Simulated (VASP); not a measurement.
Calculation: PBE GGA, VASP's PBE PAW potentials (set 64) (plane waves; VASP 6.6.1).

VASP input:

INCAR:
```
GGA = PE   ! PBE
SYSTEM = KCl
NELM = 100
ENCUT = 400
ISMEAR = 0
LREAL = .FALSE.
SIGMA = 0.05   ! width (eV)
LWAVE = .FALSE.
EDIFF = 1E-6   ! SCF stop (eV)
ISIF = 2
LASPH = .TRUE.   ! aspherical one-centre terms
ALGO = Normal   ! blocked Davidson
LCHARG = .FALSE.
PREC = Accurate
```

**POSCAR**
```
KCl
4.4477020
  0.0000000000   0.7071067261   0.7071067261
  0.7071067261   0.0000000000   0.7071067261
  0.7071067261   0.7071067261   0.0000000000
K Cl
1 1
Direct
  0.0000000000   0.0000000000   0.0000000000
  0.5000000000   0.5000000000   0.5000000000
```

**KPOINTS**
```
Automatic mesh
0
Gamma
7 7 7
0 0 0
```

POTCAR, in this order: K_sv Cl (PBE.64 set). Program: vasp_std.

Output

File OSZICAR:
```
       N       E                     dE             d eps       ncg     rms          rms(c)
DAV:   1     0.946596346131E+02    0.94660E+02   -0.63630E+03   480   0.976E+02
DAV:   2    -0.139895029585E+01   -0.96059E+02   -0.91374E+02   660   0.254E+02
DAV:   3    -0.693506167124E+01   -0.55361E+01   -0.55147E+01   612   0.571E+01
DAV:   4    -0.709345896783E+01   -0.15840E+00   -0.15820E+00   820   0.941E+00
DAV:   5    -0.709450061903E+01   -0.10417E-02   -0.10416E-02   624   0.783E-01    0.333E+00
DAV:   6    -0.680413419104E+01    0.29037E+00   -0.55429E-01   588   0.406E+00    0.274E+00
DAV:   7    -0.678904446322E+01    0.15090E-01   -0.13577E-01   612   0.220E+00    0.158E+00
DAV:   8    -0.680162126149E+01   -0.12577E-01   -0.19718E-02   648   0.119E+00    0.178E-01
DAV:   9    -0.680245638492E+01   -0.83512E-03   -0.12589E-03   632   0.240E-01    0.101E-01
DAV:  10    -0.680311907292E+01   -0.66269E-03   -0.65428E-04   564   0.198E-01    0.103E-02
DAV:  11    -0.680312979906E+01   -0.10726E-04   -0.17780E-05   712   0.294E-02    0.491E-03
DAV:  12    -0.680313319838E+01   -0.33993E-05   -0.46906E-06   588   0.165E-02    0.239E-03
DAV:  13    -0.680313323947E+01   -0.41091E-07   -0.30687E-07   460   0.470E-03
   1 F= -.68031332E+01 E0= -.68031332E+01  d E =-.255262E-17
```

File OUTCAR:
```
------------------------ aborting loop because EDIFF is reached ----------------------------------------
  FORCE on cell =-STRESS in cart. coord.  units (eV):
  Direction    XX          YY          ZZ          XY          YZ          ZX
  --------------------------------------------------------------------------------------
  Total        0.3155716      0.3155716      0.3155716      0.0000000     -0.0000000      0.0000000
  in kB        8.1267433      8.1267433      8.1267433      0.0000000     -0.0000000      0.0000000
  external PRESSURE =       8.1267433 kB  Pullay stress =       0.0000000 kB
  volume of cell :       62.21
      direct lattice vectors                 reciprocal lattice vectors
     0.000000000  3.145000000  3.145000000    -0.158982512  0.158982512  0.158982512
     3.145000000  0.000000000  3.145000000     0.158982512 -0.158982512  0.158982512
     3.145000000  3.145000000  0.000000000     0.158982512  0.158982512 -0.158982512
  FREE ENERGIE OF THE ION-ELECTRON SYSTEM (eV)
  ---------------------------------------------------
  free  energy   TOTEN  =        -6.8031332395 eV

  energy  without entropy=       -6.8031332395  energy(sigma->0) =       -6.80313324
```
(Selected blocks of OUTCAR.)

**OUTCAR**
```
 val. band max:       -1.8354111129   @ k =   0.0000   0.0000   0.0000

 cond. band min:       3.3552815668   @ k =   0.0000   0.0000   0.0000


 Fermi energy:        -1.5516763214

 k-point     1 :       0.0000    0.0000    0.0000
  band No.  band energies     occupation
      1     -29.0309      2.00000
      2     -13.9569      2.00000
      3     -12.4912      2.00000
      4     -12.4912      2.00000
      5     -12.4912      2.00000
      6      -1.8354      2.00000
      7      -1.8354      2.00000
      8      -1.8354      2.00000
      9       3.3553      0.00000
     10       6.5454      0.00000
     11       6.5454      0.00000
     12       6.5454      0.00000

 k-point     2 :       0.1429    0.0000    0.0000
  band No.  band energies     occupation
      1     -29.0289      2.00000
      2     -13.9962      2.00000
      3     -12.4929      2.00000
      4     -12.4929      2.00000
      5     -12.4418      2.00000
      6      -2.0770      2.00000
      7      -1.9004      2.00000
      8      -1.9004      2.00000
      9       3.8358      0.00000
     10       6.4039      0.00000
     11       6.8004      0.00000
     12       6.8004      0.00000

 k-point     3 :       0.2857    0.0000    0.0000
  band No.  band energies     occupation
      1     -29.0243      2.00000
      2     -14.0765      2.00000
      3     -12.4969      2.00000
      4     -12.4969      2.00000
      5     -12.3383      2.00000
      6      -2.5354      2.00000
      7      -2.0399      2.00000
      8      -2.0399      2.00000
      9       4.8881      0.00000
     10       6.3590      0.00000
     11       7.5126      0.00000
     12       7.5126      0.00000

 k-point     4 :       0.4286    0.0000    0.0000
  band No.  band energies     occupation
      1     -29.0207      2.00000
      2     -14.1349      2.00000
      3     -12.5001      2.00000
      4     -12.5001      2.00000
      5     -12.2608      2.00000
      6      -2.8488      2.00000
...
```

The compound is KCl in the rock salt structure. The cell was not relaxed at this level.
